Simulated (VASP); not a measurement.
A convergence study with VASP on CdO (rock salt): one setting is varied, all else stays as given below, so the limit is that of these other settings.

```
CELL_PARAMETERS angstrom
      0.00000     2.35000     2.35000
      2.35000     0.00000     2.35000
      2.35000     2.35000     0.00000
ATOMIC_POSITIONS crystal
  Cd 0.00000 0.00000 0.00000
  O  0.50000 0.50000 0.50000
```

The numbers are results of PBE GGA, VASP's PBE PAW potentials (set 64) (plane waves; VASP), not measurements. The tightest run used: 700 eV cut-off, 15×15×15 Monkhorst-Pack mesh, Gaussian smearing of 0.050 eV, potentials Cd O.

The settings run are 1×1×1 mesh; 2×2×2 mesh; 3×3×3 mesh; 4×4×4 mesh; 5×5×5 mesh; 6×6×6 mesh; 7×7×7 mesh; 8×8×8 mesh; 9×9×9 mesh; 10×10×10 mesh; 11×11×11 mesh; 12×12×12 mesh; 13×13×13 mesh; 14×14×14 mesh; 15×15×15 mesh. From which on does the stress (every component) stay within 0.1 GPa of the tightest run?

From 6×6×6 mesh on: it is off by 0.01 there and by no more than 0.1 in any finer run, while 5×5×5 mesh is off by 0.16.
| setting | E (eV/atom) | pressure (GPa) | irreducible k-points | difference judged (GPa) |
|---|---|---|---|---|
| 1×1×1 mesh | -1.5059 | 14.83 | 1 | 7.55 |
| 2×2×2 mesh | -3.8291 | 7.22 | 2 | 0.06 |
| 3×3×3 mesh | -3.7830 | 8.73 | 4 | 1.44 |
| 4×4×4 mesh | -3.8503 | 7.30 | 10 | 0.01 |
| 5×5×5 mesh | -3.8478 | 7.45 | 10 | 0.16 |
| 6×6×6 mesh | -3.8503 | 7.29 | 28 | 0.01 |
| 7×7×7 mesh | -3.8507 | 7.33 | 20 | 0.04 |
| 8×8×8 mesh | -3.8503 | 7.30 | 60 | 0.01 |
| 9×9×9 mesh | -3.8508 | 7.32 | 35 | 0.03 |
| 10×10×10 mesh | -3.8504 | 7.31 | 110 | 0.02 |
| 11×11×11 mesh | -3.8506 | 7.29 | 56 | 0.01 |
| 12×12×12 mesh | -3.8505 | 7.30 | 182 | 0.01 |
| 13×13×13 mesh | -3.8505 | 7.29 | 84 | 0.00 |
| 14×14×14 mesh | -3.8505 | 7.31 | 280 | 0.02 |
| 15×15×15 mesh | -3.8505 | 7.28 | 120 | 0.00 |

Left out are rungs that failed or repeat a setting and relaxations that didn't move; long series are thinned to 24 rows.

The compound is CdO in the rock salt structure. The cell was not relaxed at this level.
